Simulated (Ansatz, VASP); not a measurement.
# Cross-check of NbB2 between VASP and Ansatz

One calculation is typed for both programs; each brings its own data sets and cutoff. How far apart do they land? The cell is taken from a series of VASP runs on this material, whose earlier steps may have relaxed, scaled or displaced it; both programs get it as it stands.

Method: plane waves, with VASP 6.6.1 beside it; relaxation of cell and atoms at LDA and zone-centre phonons at LDA, in Ansatz 0.2.0.

### Step 1. The structure

It takes space group P6/mmm (No. 191, hexagonal). Conventional cell: a = 3.065 Å, b = 3.065 Å, c = 3.297 Å, α = 90.00°, β = 90.00°, γ = 120.00°. Nearest to Nb lie 12 B at 2.42 Å. B has 3 B at 1.77 Å and 6 Nb at 2.42 Å nearest. Farther neighbours are not listed.

Structure file:

```cif
data_structure
_symmetry_space_group_name_H-M 'P6/mmm'
_symmetry_Int_Tables_number 191
_cell_length_a 3.0646
_cell_length_b 3.0646
_cell_length_c 3.2971
_cell_angle_alpha 90.000
_cell_angle_beta 90.000
_cell_angle_gamma 120.000
_cell_volume 26.82
loop_
_atom_site_label
_atom_site_type_symbol
_atom_site_symmetry_multiplicity
_atom_site_Wyckoff_symbol
_atom_site_fract_x
_atom_site_fract_y
_atom_site_fract_z
_atom_site_occupancy
Nb1 Nb 1 a 0.00000 0.00000 0.00000 1
B1 B 2 d 0.33333 0.66667 0.50000 1
```

### Step 2. Ansatz: relaxation of cell and atoms, LDA

Ansatz runs on its default PAW (the set named soft_2) files.

The relaxed volume is the usual yardstick between codes: its relative difference is about their pressure difference at one cell divided by the bulk modulus.

input.yaml reads:

```yaml
crystal:
  lattice:
    - [3.0645863196, 0.0, 0.0]
    - [-1.5322931598, 2.6540096049, 0.0]
    - [0.0, 0.0, 3.2971375299]
  atoms:
    - { symbol: Nb, position: [0.0, 0.0, 0.0] }
    - { symbol: B, position: [0.3333333333, 0.6666666667, 0.5] }
    - { symbol: B, position: [0.6666666667, 0.3333333333, 0.5] }
hamiltonian:
  xc: lda
  pseudopotentials: { kind: paw }
kpoints:
  mp_grid: { grid: [8, 8, 7] }
scf:
  occupations: { method: gaussian, width: 0.05 }
relax:
  f_tol: 0.01
  max_steps: 60
  cell: { stress_tol: 0.05 }
output:
  forces: true
  stress: true
```

On the command line:

```
> ansatz run input.yaml --threads 4 --pin off --max-ram 9216MiB --backend cpu --events-out ev --progress --plain --runs-dir out
```

Numbers of over 12 decimals in the logs are rounded to 6 here.

The log of the run:

```text
Engine: ansatz 0.2.0, aarch64-unknown-linux-gnu
Pseudopotentials: kind: paw
Pseudopotential: Nb, paw, valence charge 13, recommended cutoff 420 eV (normal), Nb.paw.azcp
Pseudopotential: B, paw, valence charge 3, recommended cutoff 420 eV (normal), B.paw.azcp
Functional definition: SPW92
  exchange = slater_x
  correlation = pw_c
Crystal: 3 atoms, lattice volume = 26.817 Å³
Basis set: ecut = 420 eV, 551 PW (Γ)
Bands: 14, of which v1, the nominal top of the filled ones, is band 10 counted from 1 (9 counted from 0)
Symmetry: 24 space group operations
Space group: P6/mmm (ITA 191), of the structure as read, at distance tolerance 3.0e-5 Å
k-points: 40 of 448
Non-local potential: Nb, projectors of the file, l = 0: 3, l = 1: 2, l = 2: 2, l = 3: 1
Non-local potential: B, projectors of the file, l = 0: 2, l = 1: 2, l = 2: 1
PAW form: soft (Blöchl's): semilocal exchange-correlation on the pseudo side does not see the compensation charge
PAW frozen core: Nb, regenerated for the run's functional, and the local potential with it (the file was generated under x = pbe(κ = 0.804, μ = 0.219515), c = pbe(β = 0.066725))
PAW frozen core: B, regenerated for the run's functional, and the local potential with it (the file was generated under x = pbe(κ = 0.804, μ = 0.219515), c = pbe(β = 0.066725))
PAW one-centre angular grid: Nb, 590 points (default); XC on 64 Gauss nodes
PAW one-centre angular grid: B, 110 points (default); XC on 64 Gauss nodes
Initial density: superposition of atomic densities (neutral atoms: chi_scale 0, normalization atom), corrected by the library's trained network
Initial wavefunctions: pseudopotential atomic-orbital guess
Functional: x = slater, c = lda
SCF iter   1: F=—  HF=-4744.497357 eV  |F-HF|=—  |Δ(HF+E_count)|=         —  Δρ=6.02e-3  dr2=3.99e-3  ethr=1.77e-3  ⟨swp⟩=5.8  Hψ=3057  notcnv=0
preconditioner: auto → none  [insulator: Δε(μ)=0.189 eV  Ē_g=9.538 eV  σ=0.050 eV  W_gap=0.52  n_scr=8 (ndim 8)  ℏωp=23.8 eV  f_vac=0.000  D(μ)=2.14/eV (n_scr^D=20)  ε∞_Penn≈7.2]
SCF iter   2: F=—  HF=-4744.496247 eV  |F-HF|=—  |Δ(HF+E_count)|=   1.11e-3  Δρ=2.86e-3  dr2=8.18e-4  ethr=2.10e-5  ⟨swp⟩=1.1  Hψ=907  notcnv=0
SCF iter   3: F=—  HF=-4744.496083 eV  |F-HF|=—  |Δ(HF+E_count)|=   1.64e-4  Δρ=2.18e-4  dr2=7.24e-6  ethr=4.31e-6  ⟨swp⟩=2.1  Hψ=903  notcnv=0
SCF iter   4: F=—  HF=-4744.496082 eV  |F-HF|=—  |Δ(HF+E_count)|=   6.27e-7  Δρ=4.76e-5  dr2=6.51e-7  ethr=3.81e-8  ⟨swp⟩=2.8  Hψ=913  notcnv=0
iter 5 did not close the SCF: its close was put off for the readings that it lacked (scf_convergence_deferred on its scf_iter line)
SCF iter   5: F=-4744.496082 eV  HF=-4744.496082 eV  |F-HF|=6.86e-9  |Δ(HF+E_count)|=   1.34e-7  Δρ=9.23e-6  dr2=1.35e-8  ethr=3.43e-9  ⟨swp⟩=2.4  Hψ=688  notcnv=0
SCF iter   6: F=-4744.496082 eV  HF=-4744.496082 eV  |F-HF|=8.37e-11  |Δ(HF+E_count)|=   3.07e-9  Δρ=1.51e-6  dr2=2.39e-10  ethr=7.09e-11  ⟨swp⟩=1.9  Hψ=1764  notcnv=0
SCF 1 converged in 6 iterations: F = -4744.496082 eV  dr2 = 2.39e-10
  greatest PAW one-centre occupation: 0.997 electrons in one spin orbital (limit 2), on the Nb atom at site 0 (counted from 0), in its partial waves of l = 0
relax step   1: F+E_penalty+E_count = -4744.49608213 eV  Δ(F+E_penalty+E_count) = +0.000e0 eV  max|allowed force component| = 2.282e-16 eV/Å  Δτ_max = 0.0000 Å  P = +0.092 GPa  Ω = 26.817 Å³  (6 SCF iters, dr2 threshold 1.00e-7 eV, accepted)
[...]
relax step   2: F+E_penalty+E_count = -4744.49608969 eV  Δ(F+E_penalty+E_count) = -7.558e-6 eV  max|allowed force component| = 1.357e-16 eV/Å  Δτ_max = 0.0000 Å  P = -0.067 GPa  Ω = 26.832 Å³  energy of the carried Pulay correction = -1.900e-5 eV  (6 SCF iters, dr2 threshold 2.15e-7 eV, accepted)
[...]
relax step   3: F+E_penalty+E_count = -4744.49611108 eV  Δ(F+E_penalty+E_count) = -2.139e-5 eV  max|allowed force component| = 4.009e-16 eV/Å  Δτ_max = 0.0000 Å  P = +0.079 GPa  Ω = 26.821 Å³  energy of the carried Pulay correction = -9.049e-7 eV  (6 SCF iters, dr2 threshold 3.00e-8 eV, accepted)
[...]
relax step   4: F+E_penalty+E_count = -4744.49610402 eV  Δ(F+E_penalty+E_count) = +7.058e-6 eV  max|allowed force component| = 1.419e-16 eV/Å  Δτ_max = 0.0000 Å  P = -0.000 GPa  Ω = 26.827 Å³  energy of the carried Pulay correction = -1.066e-5 eV  (6 SCF iters, dr2 threshold 2.50e-8 eV, accepted)
[...]
relax step   5: F+E_penalty+E_count = -4744.49610053 eV  Δ(F+E_penalty+E_count) = +3.490e-6 eV  max|allowed force component| = 1.480e-16 eV/Å  Δτ_max = 0.0000 Å  P = +0.000 GPa  Ω = 26.827 Å³  stress off target by 2.41e-3 GPa  SCF on the basis re-selected at this cell (its energy is not comparable with the rows above)  (7 SCF iters)
basis re-selected at this cell: Δ(F+E_penalty+E_count) = +3.490e-6 eV, ΔP = +0.000 GPa vs the last step (what re-selecting the basis moved, of the pressure what is left beyond the Pulay correction that the steps carried, after the strain that the cell walked since its last selection, with what the two solves' SCF thresholds leave and, on support functions, any second-order correction that the steps lacked; it is no m [...]
SCF converged after 7 iterations
Free energy (F): -4744.496101 eV
Harris-Foulkes:  -4744.496101 eV  (|F-HF|=9.09e-13)
Internal energy: -4744.493469 eV  (E = F + TS)
E sigma→0 (E₀):  -4744.494785 eV
Entropy (-TS):   -0.002631 eV (-0.877 meV/atom)
Fermi energy:    18.839435 eV
--- Per-component energies (eV) ---
  E_band       = -12.304543
  E_kinetic    = 501.539960
  E_local      = -695.823317  (includes V_loc(G=0)·N_el)
  E_nonlocal   = 146.531562
  E_hartree    = 223.214700
  E_xc         = -242.376564
  E_vxc        = -293.971670  (∫ρ·V_xc dr)
  E_paw        = -3110.268099  (= ΣΔE_a)
  E_vpaw       = -117.010481  (= ΣTr[D̂ρ^β])
  E_aug_tail   = 0.000003  (compensation charges beyond the density's cutoff)
  E_ewald      = -1567.829078
  E_core_change = 0.517363  (= ΣΔE_core)
  E_smearing   = -0.002631  (= −TS)
  E_closure    = -0.000000  (closes the sum)
  Σ components = -4744.496101   (vs F -4744.496101, Δ=0.00e0)
--- Forces (eV/Å), atoms counted from 1 ---
  atom   1  Nb     0.00000000     0.00000000     0.00000000
  atom   2  B     -0.00000000    -0.00000000     0.00000000
  atom   3  B     -0.00000000     0.00000000     0.00000000
  max |Σ_I F_I| component: 1.11e-16 eV/Å
--- Stress (GPa, compression-positive) ---
       -0.001105       0.000000       0.000000
        0.000000      -0.001105       0.000000
        0.000000       0.000000       0.002413
  P = ⅓ Tr σ = 0.0001 GPa (0.001 kbar)
--- Relaxed structure (4 steps of the walk, 4 accepted, 1 SCFs on fresh bases) ---
  F+E_penalty+E_count = -4744.49610053 eV   max|allowed force component| = 1.480e-16 eV/Å   (the final SCF, on the basis selected at the relaxed cell)
  cell:  # Å, volume = 26.8271 Å³
    - [3.063176, 0.0, 0.0]
    - [-1.531588, 2.652788, 0.0]
    - [0.0, 0.0, 3.301409]
  atoms:
    - { symbol: Nb, position: [0, 0.0, 0.0] }
    - { symbol: B, position: [0.333333, 0.666667, 0.5] }
    - { symbol: B, position: [0.666667, 0.333333, 0.5] }
```

Run time: 1.5 s. Hardware: 4 threads of Arm Neoverse V1, shared host; peak memory 0.28 GiB.

### Step 3. VASP: relaxation of cell and atoms, LDA

The same cell, functional (in two slightly different forms), mesh and smearing now go to VASP, with its own data sets and cutoff.

Lines of VASP's logs that name or quote its potential files are left out, and so is its time.

INCAR reads:

```
SYSTEM = NbB2
PREC = Accurate
ENCUT = 420
EDIFF = 1E-06
NELM = 100
ISMEAR = 0
SIGMA = 0.05
LREAL = .FALSE.
ALGO = Normal
GGA = CA
NBANDS = 15
LASPH = .TRUE.
LORBIT = 11
LWAVE = .FALSE.
LCHARG = .FALSE.
KPAR = 2
IBRION = 2
NSW = 60
ISIF = 3
EDIFFG = -0.01
```

POSCAR reads:

```
NbB2
1.0
    3.0645863196      0.0000000000      0.0000000000
   -1.5322931598      2.6540096049      0.0000000000
    0.0000000000      0.0000000000      3.2971375299
Nb B
1 2
Direct
    0.0000000000      0.0000000000      0.0000000000
    0.3333333333      0.6666666667      0.5000000000
    0.6666666667      0.3333333333      0.5000000000
```

KPOINTS reads:

```
Automatic mesh
0
Gamma
8 8 7
0 0 0
```

The projector-augmented-wave data sets are Nb_sv and B (LDA family, release 64).

On the command line:

```
> mpirun -np 2 vasp_std
```

The log of the run:

```text
[banner, memory and clock lines left out]
running    2 mpi-ranks, on    1 nodes
 distrk:  each k-point on    1 cores,    2 groups
 distr:  one band on    1 cores,    1 groups

 POSCAR found type information on POSCAR NbB
 POSCAR found :  2 types and       3 ions
 LDA part: xc-table for (Slater(with rela. corr.)+CA(PZ))
 , standard interpolation
 POSCAR, INCAR and KPOINTS ok, starting setup
 FFT: planning ... GRIDC
 FFT: planning ... GRID_SOFT
 FFT: planning ... GRID
 WAVECAR not read
 entering main loop
       N       E                     dE             d eps       ncg     rms          rms(c)
DAV:   1     0.120394039375E+03    0.12039E+03   -0.88426E+03  1200   0.107E+03
DAV:   2    -0.261998559762E+02   -0.14659E+03   -0.14187E+03  1494   0.395E+02
DAV:   3    -0.318639505618E+02   -0.56641E+01   -0.56153E+01  1954   0.647E+01
DAV:   4    -0.320809985436E+02   -0.21705E+00   -0.21688E+00  1561   0.118E+01
DAV:   5    -0.320880760752E+02   -0.70775E-02   -0.70769E-02  1972   0.182E+00    0.123E+01
DAV:   6    -0.285427491239E+02    0.35453E+01   -0.13794E+01  1987   0.291E+01    0.285E+00
DAV:   7    -0.285541129614E+02   -0.11364E-01   -0.44280E-01  1451   0.616E+00    0.200E+00
DAV:   8    -0.285509058641E+02    0.32071E-02   -0.64590E-02  2300   0.202E+00    0.407E-01
DAV:   9    -0.285507675830E+02    0.13828E-03   -0.21423E-03  1623   0.474E-01    0.965E-02
DAV:  10    -0.285506664249E+02    0.10116E-03   -0.44069E-04  1687   0.200E-01    0.243E-02
DAV:  11    -0.285506571461E+02    0.92787E-05   -0.31052E-05  1778   0.680E-02    0.138E-02
DAV:  12    -0.285506558213E+02    0.13248E-05   -0.33894E-06  1547   0.195E-02    0.261E-03
DAV:  13    -0.285506558710E+02   -0.49715E-07   -0.35290E-07   859   0.773E-03
   1 F= -.28550656E+02 E0= -.28549295E+02  d E =-.285507E+02
 curvature:   0.00 expect dE= 0.000E+00 dE for cont linesearch  0.000E+00
 trial: gam= 0.00000 g(F)=  0.434E-48 g(S)=  0.374E-05 ort = 0.000E+00 (trialstep = 0.100E+01)
 search vector abs. value=  0.374E-05
 reached required accuracy - stopping structural energy minimisation
```

OUTCAR, selected parts (step 3):

```text
ion  position               nearest neighbor table
   1  0.000  0.000  0.000-   2 2.42   3 2.42   2 2.42   3 2.42   3 2.42   3 2.42   2 2.42   2 2.42
                             3 2.42   3 2.42   2 2.42   2 2.42
   2  0.333  0.667  0.500-   3 1.77   3 1.77   3 1.77   1 2.42   1 2.42   1 2.42   1 2.42   1 2.42
                             1 2.42
   3  0.667  0.333  0.500-   2 1.77   2 1.77   2 1.77   1 2.42   1 2.42   1 2.42   1 2.42   1 2.42
                             1 2.42

  LATTYP: Found a hexagonal cell.
 ALAT       =     3.0645863196
 C/A-ratio  =     1.0758833937

 Subroutine GETGRP returns: Found 24 space group operations
 (whereof 24 operations were pure point group operations)

The static configuration has the point symmetry D_6h.

 Found     40 irreducible k-points:

   k-points           NKPTS =     40   k-points in BZ     NKDIM =     40   number of bands    NBANDS=     15

   dimension x,y,z NGX =    20 NGY =   20 NGZ =   24
   dimension x,y,z NGXF=    40 NGYF=   40 NGZF=   48

   ENCUT  =  420.0 eV  30.87 Ry    5.56 a.u.   5.12  5.12  5.51*2*pi/ulx,y,z

   NELECT =      19.0000    total number of electrons

 k-points in reciprocal lattice and weights: Automatic mesh
   0.00000000  0.00000000  0.00000000       0.002
   0.12500000  0.00000000  0.00000000       0.013
   0.25000000  0.00000000  0.00000000       0.013
   0.37500000  0.00000000  0.00000000       0.013
   0.50000000  0.00000000  0.00000000       0.007
   0.12500000  0.12500000  0.00000000       0.013
   0.25000000  0.12500000  0.00000000       0.027
   0.37500000  0.12500000  0.00000000       0.027
   0.25000000  0.25000000  0.00000000       0.013
[...]
0.25000000  0.25000000  0.42857143       0.027
   0.37500000  0.25000000  0.42857143       0.027

 average (electrostatic) potential at core
       1 -76.1888       2 -25.5847       3 -25.5847

 E-fermi :  12.9505

 k-point     1 :       0.0000    0.0000    0.0000
  band No.  band energies     occupation
    ...
      5      -1.4043      2.00000
      6       8.5016      2.00000
      7       8.5353      2.00000
      8       8.5353      2.00000
      9       9.7115      2.00000
     10      14.2330      0.00000
     11      14.2330      0.00000
     12      16.0779      0.00000
     13      16.0779      0.00000
     14      17.3397      0.00000
    ...

 k-point     2 :       0.1250    0.0000    0.0000
  band No.  band energies     occupation
    ...
      5      -1.0796      2.00000
      6       7.7920      2.00000
      7       8.6275      2.00000
      8       8.7445      2.00000
      9       9.2062      2.00000
     10      14.0722      0.00000
     11      14.6963      0.00000
     12      14.9510      0.00000
     13      15.1097      0.00000
     14      18.4409      0.00000
    ...

 k-point     3 :       0.2500    0.0000    0.0000
  band No.  band energies     occupation
    ...
      5      -0.1836      2.00000
      6       6.2372      2.00000
      7       8.3566      2.00000
      8       8.7340      2.00000
      9       9.0017      2.00000
     10      13.7127      0.00000
     11      13.8421      0.00000
     12      14.7288      0.00000
     13      15.6240      0.00000
     14      19.1386      0.00000
    ...

  Total       -0.0075579     -0.0075579      0.0108854      0.0000000      0.0000000      0.0000000
  in kB       -0.4515421     -0.4515421      0.6503473      0.0000000      0.0000000      0.0000000
  external PRESSURE =      -0.0842456 kB  Pullay stress =       0.0000000 kB

  energy-cutoff  :      420.00
  volume of cell :       26.82
      direct lattice vectors                 reciprocal lattice vectors
     3.064586320  0.000000000  0.000000000     0.326308316  0.188394194  0.000000000
    -1.532293160  2.654009605  0.000000000     0.000000000  0.376788388  0.000000000
     0.000000000  0.000000000  3.297137530     0.000000000  0.000000000  0.303293384

 POSITION                                       TOTAL-FORCE (eV/Angst)
 -----------------------------------------------------------------------------------
      0.00000      0.00000      0.00000        -0.000000      0.000000      0.000000
     -0.00000      1.76934      1.64857         0.000000      0.000000      0.000000
      1.53229      0.88467      1.64857        -0.000000      0.000000      0.000000
 -----------------------------------------------------------------------------------
    total drift:                               -0.000000      0.000000      0.000000

  FREE ENERGIE OF THE ION-ELECTRON SYSTEM (eV)
  ---------------------------------------------------
  free  energy   TOTEN  =       -28.5506558710 eV

  energy  without entropy=      -28.5479343863  energy(sigma->0) =      -28.54929513

 reached required accuracy - stopping structural energy minimisation

 total charge
# of ion       s       p       d       tot
------------------------------------------
    1        2.157   6.064   2.621  10.842
    2        0.671   1.340   0.000   2.011
    3        0.671   1.340   0.000   2.011
--------------------------------------------------
tot          3.499   8.744   2.621  14.864

[... 3 further parts left out ...]
```

CONTCAR:

```
NbB2
   1.00000000000000
     3.0645863196000001    0.0000000000000000    0.0000000000000000
    -1.5322931598000000    2.6540096049000002    0.0000000000000000
     0.0000000000000000    0.0000000000000000    3.2971375299000001
  Nb              B
     1     2
Direct
     0.0000000000000000    0.0000000000000000    0.0000000000000000
     0.3333333332999970    0.6666666667000030    0.5000000000000000
     0.6666666667000030    0.3333333332999970    0.5000000000000000
```

This run has no spin polarisation. Its electron count is odd, so without a moment it is a metal by construction. The k-mesh is coarse for a metal.

### Step 4. Differences

Known differences besides the potentials themselves: the two LDA forms differ slightly; both relaxations stop at a tolerance, which leaves soft axes loose, and VASP keeps its plane-wave basis; VASP's log shows a relativistic correction to its local exchange, Ansatz's none; Ansatz adds a Pulay correction to the stress that steers its cell, VASP none. Total energies have different zeros and are not compared.

Compared:

```csv
quantity,Ansatz,VASP,difference
volume (Å³),26.83,26.82,+0.04 %
"edge a after relaxation, in the typed setting (Å)",3.063,3.065,-0.05 %
"edge c after relaxation, in the typed setting (Å)",3.301,3.297,+0.13 %
```

The walks stopped with 0.00 GPa left in Ansatz and -0.01 GPa in VASP; each walk ends within a tolerance, so the volume difference is uncertain by about these residues over the bulk modulus, most in soft cells.

(Part 1 of 2 ends here.)

[Lines on the potential files, build, host, timing and source positions are cut from VASP's logs without a mark.]

[Logs are printed without paths, hosts, clocks, repeated set-up lines and the standing remarks that a program may print on its own settings, such as how far it seeks lower states.]

[Hosts, paths, dates, database ids (printed as entryN), source tags and the programs' standing remarks are cut or masked in the printed files.]
